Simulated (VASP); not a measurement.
TiB$_{2}$ (AlB2 type) relaxed at rising pressure, in one space group throughout; other phases were not tried. The pressures are those reached. Level of theory: PBEsol GGA, VASP's PBE PAW potentials (set 64) (plane waves; VASP 6.6.1).

```
P (GPa)  V (Å³/atom)    k-mesh
-------  -----------  --------
0.11           8.379  12×12×10
5.00           8.229  12×12×10
9.99           8.089  12×12×10
20.12          7.836  12×12×10
30.12          7.618  12×12×10
```

### Question
Fit an equation of state and predict the volume at 45.37 GPa.

### Answer
Least squares on the third-order Birch-Murnaghan form, P = (3B0/2)(y⁷ − y⁵)[1 + (3/4)(B′ − 4)(y² − 1)] with y = (V0/V)^(1/3), gives V0 = 8.382 Å³/atom, B0 = 262 GPa and B′ = 3.9, and so 7.333 Å³/atom. The run gave 7.333 Å³/atom, +0.0 % from the fit.

Pressures at which the relaxation failed are left out.

The compound is TiB2 in the AlB2 type structure.
